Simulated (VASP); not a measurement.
```xyz
2
Lattice="0.0000 2.4400 2.4400 2.4400 0.0000 2.4400 2.4400 2.4400 0.0000" Properties=species:S:1:pos:R:3 pbc="T T T"
Y      0.0000     0.0000     0.0000
N      2.4400     2.4400     2.4400
```

These are PBE GGA, VASP's PBE PAW potentials (set 64) (plane waves; VASP) values and carry that method's errors. Settings: 520 eV cut-off, 7×7×7 Γ-centred mesh, Gaussian smearing of 0.050 eV, potentials Y_sv N.

Task: Estimate the energy per atom (σ→0), pressure.

Result: 
| Property | Value |
|---|---|
| energy per atom (σ→0) | -9.111 eV/atom |
| pressure | 2.53 GPa |

The absolute energy has meaning only against runs of the same code, potentials and settings.

The compound is YN in the rock salt structure. The cell was not relaxed at this level.
